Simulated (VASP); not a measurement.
Calculation: vdW-DF-cx, VASP's PBE PAW potentials (set 64) (plane waves; VASP).

VASP ran on this input.

**INCAR**
```
# general
SYSTEM   = Mg
PREC     = Accurate
ENCUT    = 520
LREAL    = .FALSE.
LASPH    = .TRUE.

# electronic loop
EDIFF    = 1E-7
NELM     = 100
ALGO     = Normal

# smearing
ISMEAR   = 1
SIGMA    = 0.1

# functional
GGA      = CX
LUSE_VDW = .TRUE.
AGGAC    = 0.0

# ions
IBRION   = 2
NSW      = 30
ISIF     = 4
EDIFFG   = -0.01

# output
LWAVE    = .FALSE.
LCHARG   = .FALSE.
```

KPOINTS:
```
K-points
0
gamma
13 13 7
```

POSCAR:
```
Mg
1.0
  1.6199586097  -2.8058510757   0.0000000000
  1.6199586097   2.8058510757   0.0000000000
  0.0000000000   0.0000000000   5.1638332317
Mg
2
Direct
  0.3333330000   0.6666670000   0.2500000000
  0.6666670000   0.3333330000   0.7500000000
```

POTCAR, in this order: Mg (PBE.64 set). Program: vasp_std.

The run wrote:

File OSZICAR:
```
       N       E                     dE             d eps       ncg     rms          rms(c)
DAV:   1     0.272637805212E+01    0.27264E+01   -0.13325E+03  1008   0.473E+02
DAV:   2    -0.277334060357E+00   -0.30037E+01   -0.28569E+01  1374   0.283E+01
DAV:   3    -0.299978788521E+00   -0.22645E-01   -0.22351E-01  1374   0.330E+00
DAV:   4    -0.300074597207E+00   -0.95809E-04   -0.95801E-04  1440   0.175E-01
DAV:   5    -0.300074903119E+00   -0.30591E-06   -0.30609E-06  1422   0.824E-03    0.968E-01
DAV:   6    -0.311391290131E+00   -0.11316E-01   -0.23195E-03  1242   0.444E-01    0.635E-01
DAV:   7    -0.319220239296E+00   -0.78289E-02   -0.86863E-03  1086   0.925E-01    0.381E-02
DAV:   8    -0.319240375697E+00   -0.20136E-04   -0.38924E-05  1362   0.528E-02    0.853E-03
DAV:   9    -0.319243121154E+00   -0.27455E-05   -0.24102E-06  1404   0.142E-02    0.130E-03
DAV:  10    -0.319243197545E+00   -0.76391E-07   -0.60908E-08  1098   0.250E-03
   1 F= -.31924320E+00 E0= -.31849365E+00  d E =-.319243E+00
       N       E                     dE             d eps       ncg     rms          rms(c)
DAV:   1    -0.319832318854E+00   -0.58920E-03   -0.15838E-03  1404   0.209E-01    0.129E-02
DAV:   2    -0.319833071874E+00   -0.75302E-06   -0.83720E-06  1194   0.218E-02    0.836E-03
DAV:   3    -0.319833013291E+00    0.58583E-07   -0.14451E-06  1248   0.854E-03    0.219E-04
DAV:   4    -0.319833023680E+00   -0.10389E-07   -0.10526E-08   846   0.883E-04
   2 F= -.31983302E+00 E0= -.31913624E+00  d E =-.589826E-03
       N       E                     dE             d eps       ncg     rms          rms(c)
DAV:   1    -0.320224339945E+00   -0.39133E-03   -0.44356E-03  1380   0.348E-01    0.220E-02
DAV:   2    -0.320226301255E+00   -0.19613E-05   -0.23765E-05  1164   0.366E-02    0.142E-02
DAV:   3    -0.320226098896E+00    0.20236E-06   -0.40053E-06  1236   0.141E-02    0.338E-04
DAV:   4    -0.320226115808E+00   -0.16912E-07   -0.28333E-08   948   0.145E-03
   3 F= -.32022612E+00 E0= -.31973043E+00  d E =-.982918E-03
```

File OUTCAR:
```
------------------------ aborting loop because EDIFF is reached ----------------------------------------
  FORCE on cell =-STRESS in cart. coord.  units (eV):
  Direction    XX          YY          ZZ          XY          YZ          ZX
  --------------------------------------------------------------------------------------
  Total       -0.2893862     -0.2893862     -0.2778005      0.0000000      0.0000000     -0.0000000
  in kB       -9.8768302     -9.8768333     -9.4814086      0.0000000      0.0000000     -0.0000000
  external PRESSURE =      -9.7450240 kB  Pullay stress =       0.0000000 kB
  volume of cell :       46.94
      direct lattice vectors                 reciprocal lattice vectors
     1.612628229 -2.793154462  0.000000000     0.310052863 -0.179009076  0.000000000
     1.612628229  2.793154462  0.000000000     0.310052863  0.179009076  0.000000000
    -0.000000000  0.000000000  5.210885521    -0.000000000  0.000000000  0.191905962
 POSITION                                       TOTAL-FORCE (eV/Angst)
 -----------------------------------------------------------------------------------
      1.61263      0.93105      1.30272        -0.000000      0.000000      0.000000
      1.61263     -0.93105      3.90816         0.000000      0.000000      0.000000
 -----------------------------------------------------------------------------------
    total drift:                               -0.000000     -0.000006      0.000001
  FREE ENERGIE OF THE ION-ELECTRON SYSTEM (eV)
  ---------------------------------------------------
  free  energy   TOTEN  =        -0.3202261158 eV

  energy  without entropy=       -0.3187390515  energy(sigma->0) =       -0.31973043

 reached required accuracy - stopping structural energy minimisation
```
(Selected blocks of OUTCAR.)

File CONTCAR:
```
Mg
   1.00000000000000
     1.6126282292189769   -2.7931544619420259    0.0000000000000000
     1.6126282292189769    2.7931544619420259    0.0000000000000000
    -0.0000000000000000    0.0000000000000000    5.2108855210041227
  Mg
     2
Direct
     0.3333330000000032    0.6666669999999968    0.2500000000000000
     0.6666669999999968    0.3333330000000032    0.7500000000000000
```

**OUTCAR**
```
 val. band max:        2.5848209189   @ k =   0.3077   0.0000   0.0000

 cond. band min:       2.6118345058   @ k =   0.3077   0.2308   0.0000


 Fermi energy:         2.5882177431

 k-point     1 :       0.0000    0.0000    0.0000
  band No.  band energies     occupation
      1      -4.2800      2.00000
      2       0.9055      2.00000
      3       1.3752      2.00000
      4      13.3094      0.00000
      5      13.3095      0.00000
      6      13.3856      0.00000

 k-point     2 :       0.0769    0.0000    0.0000
  band No.  band energies     occupation
      1      -4.1658      2.00000
      2       1.0103      2.00000
      3       1.4859      2.00000
      4      11.2488      0.00000
      5      12.1904      0.00000
      6      13.0035      0.00000

 k-point     3 :       0.1538    0.0000    0.0000
  band No.  band energies     occupation
      1      -3.8239      2.00000
      2       1.3249      2.00000
      3       1.8144      2.00000
      4       8.9419      0.00000
      5      11.2241      0.00000
      6      11.9134      0.00000

 k-point     4 :       0.2308    0.0000    0.0000
  band No.  band energies     occupation
      1      -3.2569      2.00000
      2       1.8496      2.00000
      3       2.3451      2.00313
      4       6.7822      0.00000
      5      10.4518      0.00000
      6      10.7525      0.00000

 k-point     5 :       0.3077    0.0000    0.0000
  band No.  band energies     occupation
      1      -2.4685      2.00000
      2       2.5848      1.05746
      3       2.9944     -0.00000
      4       4.8872      0.00000
      5       9.4629      0.00000
      6       9.4674      0.00000

 k-point     6 :       0.3846    0.0000    0.0000
  band No.  band energies     occupation
      1      -1.4646      2.00000
      2       2.6399      0.24127
      3       3.5300     -0.00000
      4       4.3788     -0.00000
      5       7.6707      0.00000
      6       8.0686      0.00000
...
```

The compound is Mg in the hcp structure. This cell is one point of a volume scan, at 1.03 of the reference volume. Symmetry was kept, so distortions that lower it aren't found.
